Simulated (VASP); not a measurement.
PtSe2, 3 atoms in the cell. It takes space group P-3m1 (No. 164, trigonal). Conventional cell: a = 3.724 Å, b = 3.724 Å, c = 5.143 Å, α = 90.00°, β = 90.00°, γ = 120.00°. Pt (site symmetry -3m) is surrounded by 6 Se at 2.49 Å. Se (site symmetry 3m) has 3 Pt at 2.49 Å as nearest neighbours. 

```yaml
Program: VASP 6.6.1
Task: relaxation of the atoms
Functional: optB88-vdW
Potentials_or_basis: VASP PAW PBE potentials, release 64 (Pt, Se)
Cutoff: 520 eV
k_mesh: 10 × 10 × 8
Occupations: gaussian, width 0.05 eV
Spin: no spin polarisation
Further_INCAR_settings: ALGO = Fast; EDIFF = 1e-06; IBRION = 2; EDIFFG = -0.02; NSW = 60
```

Potentials or basis: VASP PAW PBE potentials, release 64 (Pt, Se).

Command:

```console
$ cat potpaw_PBE.64/Pt/POTCAR potpaw_PBE.64/Se/POTCAR > POTCAR
$ mpirun -np 2 vasp_std > vasp.out
```

Hardware: 2 MPI ranks on Intel(R) Xeon(R) Platinum 8488C (Sapphire Rapids), with other jobs on the host.

**Question.** How long does it take, and how much memory?

**Answer.** Wall time 2.8 min on 2 MPI ranks on Intel(R) Xeon(R) Platinum 8488C (Sapphire Rapids), with other jobs on the host, peak memory 0.43 GiB a rank. Counts: scf iterations 34, k points 94, ion steps 4.
